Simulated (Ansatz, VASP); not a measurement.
# Zr (Zirconium): VASP beside Ansatz, part 2 of 2

Aim: how closely do two programs agree when they are given the same cell, functional and k mesh? The cell is taken from a series of runs on this material, whose earlier steps may have relaxed, scaled, displaced or heated it; both programs get it as it stands.

VASP 6.6.1 and Ansatz 0.2.0.

So far: The structure; Ansatz: zone-centre phonons, LDA, pair 1; VASP: zone-centre phonons, LDA, pair 1; Differences.

### Step 5. VASP: zone-centre phonons, LDA, pair 2

Level of this step: LDA; plane waves and PAW (Zr_sv) (VASP).

Second derivatives magnify differences that forces hide, and they need a tight electronic threshold. The cell compared in this pair holds 43.10 Å³, against 42.66 Å³ for the pair before.

INCAR

```
SYSTEM = Zr
PREC = Accurate
ENCUT = 500
EDIFF = 1E-08
NELM = 120
ISMEAR = 1
SIGMA = 0.2
LREAL = .FALSE.
ALGO = Normal
GGA = CA
NBANDS = 18
LASPH = .TRUE.
LORBIT = 11
LWAVE = .FALSE.
LCHARG = .FALSE.
ISIF = 2
IBRION = 8
GGA_COMPAT = .FALSE.
KPAR = 2
```

POSCAR

```
Zr
1.0
    3.1115925252      0.0000000000      0.0000000000
   -1.5557962626      2.6947181730      0.0000000000
    0.0000000000      0.0000000000      5.1403421662
Zr
2
Direct
    0.3333333333      0.6666666667      0.2500000000
    0.6666666667      0.3333333333      0.7500000000
```

KPOINTS

```
Automatic mesh
0
Gamma
15 15 8
0 0 0
```

The projector-augmented-wave data sets are Zr_sv (LDA family, release 64).

Run with:

```console
> mpirun -np 2 vasp_std
```

Numbers of over 12 decimals in the logs are rounded to 6 here.

The program printed:

```text
[... set-up lines as in an earlier step ...]
 entering main loop
       N       E                     dE             d eps       ncg     rms          rms(c)
DAV:   1     0.212309073923E+03    0.21231E+03   -0.13170E+04  4868   0.130E+03
DAV:   2    -0.331899826608E+01   -0.21563E+03   -0.21201E+03  5626   0.382E+02
DAV:   3    -0.188574130353E+02   -0.15538E+02   -0.15369E+02  8810   0.745E+01
DAV:   4    -0.192385626432E+02   -0.38115E+00   -0.38086E+00  5596   0.120E+01
[...]
DAV:  11    -0.185796833131E+02   -0.63578E-06   -0.78179E-06  5302   0.330E-02    0.206E-03
DAV:  12    -0.185796832153E+02    0.97817E-07   -0.32185E-07  6760   0.378E-03    0.189E-03
DAV:  13    -0.185796832143E+02    0.10468E-08   -0.22257E-08  4058   0.122E-03
   1 F= -.18579683E+02 E0= -.18580432E+02  d E =0.224780E-02
 Linear response reoptimize wavefunctions to high precision
DAV:   1    -0.185796832187E+02   -0.43797E-08   -0.71933E-09  5500   0.852E-04
DAV:   2    -0.185796832187E+02   -0.45475E-12   -0.21172E-10  2860   0.105E-04
 Linear response DOF=           2
 Linear response progress:
[...]
RMM:  19    -0.603752752811E+00   -0.52912E-08   -0.16236E-07 51552   0.502E-04    0.469E-05
RMM:  20    -0.603752766451E+00   -0.13640E-07   -0.95724E-08 48085   0.452E-04    0.456E-05
RMM:  21    -0.603752762789E+00    0.36619E-08   -0.56338E-08 49326   0.409E-04    0.494E-05
 first order change of Fermi-energy   0.13512E-04
 force on displaced ion       1 direction 1 :  -0.419  -0.000   0.000
 Linear response progress:
  Degree of freedom:   2/  2
       N       E                     dE             d eps       ncg     rms          rms(c)
RMM:   1    -0.781746374111E+00   -0.78175E+00    0.29898E+00  7593   0.135E+01
RMM:   2    -0.734049067679E+00    0.47697E-01   -0.27060E-01 11162   0.277E+00    0.248E-01
RMM:   3    -0.737471706602E+00   -0.34226E-02   -0.45934E-02 13614   0.973E-01    0.840E-02
RMM:   4    -0.739983259915E+00   -0.25116E-02   -0.47849E-03 15292   0.352E-01    0.308E-02
[...]
RMM:  33    -0.740222738548E+00    0.21443E-07    0.11301E-06 13266   0.203E-04    0.107E-06
RMM:  34    -0.740222754988E+00   -0.16440E-07    0.10337E-06 12166   0.201E-04    0.104E-06
RMM:  35    -0.740222728874E+00    0.26114E-07    0.12347E-06 11979   0.199E-04    0.111E-06
 first order change of Fermi-energy  -0.12061E-03
 force on displaced ion       1 direction 3 :   0.000   0.000  -5.677
 Linear response finished
```

Parts of OUTCAR (step 5):

```text
  Total        0.3694317      0.3694317      0.0301761      0.0000000     -0.0000000      0.0000000
  in kB       13.7327215     13.7327215      1.1217246      0.0000000     -0.0000000      0.0000000
  external PRESSURE =       9.5290558 kB  Pullay stress =       0.0000000 kB

 POSITION                                       TOTAL-FORCE (eV/Angst)
 -----------------------------------------------------------------------------------
     -0.00000      1.79648      1.28509        -0.000000      0.000000      0.000000
      1.55580      0.89824      3.85526         0.000000     -0.000000      0.000000
 -----------------------------------------------------------------------------------
    total drift:                               -0.000000      0.000000     -0.000000

[... 1 part as in an earlier step ...]

[... 1 further part left out ...]
```

### Step 6. Ansatz: zone-centre phonons, LDA, pair 2

The same cell, functional (in two slightly different forms), mesh and smearing now go to Ansatz, which takes its cutoff from its data sets.

The cell is taken from a series of runs on this material, whose earlier steps may have relaxed, scaled, displaced or heated it; both programs get it as it stands.

input.yaml

```yaml
crystal:
  lattice:
    - [3.1115925252, 0.0, 0.0]
    - [-1.5557962626, 2.694718173, 0.0]
    - [0.0, 0.0, 5.1403421662]
  atoms:
    - { symbol: Zr, position: [0.3333333333, 0.6666666667, 0.25] }
    - { symbol: Zr, position: [0.6666666667, 0.3333333333, 0.75] }
kpoints:
  mp_grid: { grid: [15, 15, 8] }
hamiltonian:
  xc: lda
  pseudopotentials: { kind: paw, azcp: { folder: soft_1 }, xc_functional: pbe }
scf:
  occupations: { method: methfessel_paxton, width: 0.2 }
output:
  eigenvalues: true
phonons:
  method: dfpt
```

Run with:

```console
> ansatz run input.yaml --threads 4 --pin off --max-ram 10240MiB --backend cpu --events-out ev --progress --plain --runs-dir out
```

The program printed:

```text
[...]
Crystal: 2 atoms, lattice volume = 43.101 Å³
Basis set: ecut = 420 eV, 833 PW (Γ), exchange–correlation on 48×48×72 points (8 copies of the dense FFT grid, shifted against one another)
Bands: 16, of which v1, the nominal top of the filled ones, is band 12 counted from 1 (11 counted from 0)
Symmetry: 24 space group operations
k-points: 320 of 1800 (irreducible under 4 space group operations, time reversal used)
[...]
k-point 2: bands = [... 8 lower, 9.7508, 11.6814, 15.3369, 15.4449, 15.7767, 15.7767, 16.2835, 16.2835, ... 4 higher]
  k-point 319: bands = [... 8 lower, 12.5850, 12.5850, 14.2771, 14.2771, 15.0973, 15.0973, 16.9174, 16.9174, ... 4 higher]
[...]
ASR residual: 4.289e-5 → 0.000e0 eV/Å²; symmetrization residual: 8.710e-14 eV/Å²
  ASR residual per site (eV/Å²): 4.29e-5 4.29e-5
  Γ frequencies (cm⁻¹): 0.00 0.00 0.00 50.44 50.44 179.53
[...]
[key lines of the parts left out:]
SCF converged after 8 iterations
Free energy (F): -8154.965029 eV
Fermi energy:    14.995082 eV
```

### Step 7. Comparison

Both answers:

| quantity | Ansatz | VASP | difference |
| --- | --- | --- | --- |
| optical mode 1 to 2 (cm⁻¹) | 50.4 | 50.0 | +0.5 |
| optical mode 3 (cm⁻¹) | 179.5 | 184.0 | -2.42 % |

Modes are paired by rising frequency, not by their patterns, so a pair may set unlike modes beside each other; they are those without the splitting of longitudinal modes.

### Step 8. Results

* r.m.s. difference of the optical zone-centre modes, each program's sorted by frequency (zone-centre phonons, LDA, pair 1): 2.5 cm⁻¹
* difference in optical mode 3 (zone-centre phonons, LDA, pair 1): -2.3 %
* r.m.s. difference of the optical zone-centre modes, each program's sorted by frequency (zone-centre phonons, LDA, pair 2): 2.6 cm⁻¹
* difference in optical mode 3 (zone-centre phonons, LDA, pair 2): -2.4 %

**Reading.** The r.m.s. difference of the optical zone-centre modes, each program's sorted by frequency is 2.5 cm⁻¹ (zone-centre phonons, LDA, pair 1). Among the rows given in per cent, the largest difference of the zone-centre phonons, LDA, pair 1 pair is in optical mode 3, -2.3 %. Among the rows given in per cent, the largest difference of the zone-centre phonons, LDA, pair 2 pair is in optical mode 3, -2.4 %. How closely two codes agree says nothing of how well the functional describes the real material.

[Lines on the potential files, build, host, timing and source positions are cut from VASP's logs without a mark.]

[Logs are printed without paths, hosts, clocks, repeated set-up lines and the standing remarks that a program may print on its own settings, such as how far it seeks lower states.]

[Hosts, paths, dates, database ids (printed as entryN), source tags and the programs' standing remarks are cut or masked in the printed files.]
